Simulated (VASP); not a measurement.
```xyz
1
Lattice="-2.8767 2.8767 2.8767 2.8767 -2.8767 2.8767 2.8767 2.8767 -2.8767" Properties=species:S:1:pos:R:3 pbc="T T T"
Rb     0.0000     0.0000     0.0000
```

These are r2SCAN meta-GGA, VASP's PBE PAW potentials (set 64) (plane waves; VASP 6.6.1) values and carry that method's errors. Settings: 520 eV cut-off, 10×10×10 Γ-centred mesh, tetrahedra with Blöchl corrections, potentials Rb_sv.

Task: What does the run give for the energy per atom (σ→0), band gap (over mesh and band path) with the smallest direct gap where there is one?

Result: 
The band gap (over mesh and band path) is none (metal, semimetal or under 0.01 eV) and the energy per atom (σ→0) comes out as -13.919 eV/atom.

Total energies compare only between runs with the same potentials, cut-off and functional.

The compound is Rb in the bcc structure. It was relaxed first, which changed the volume by +6 %.
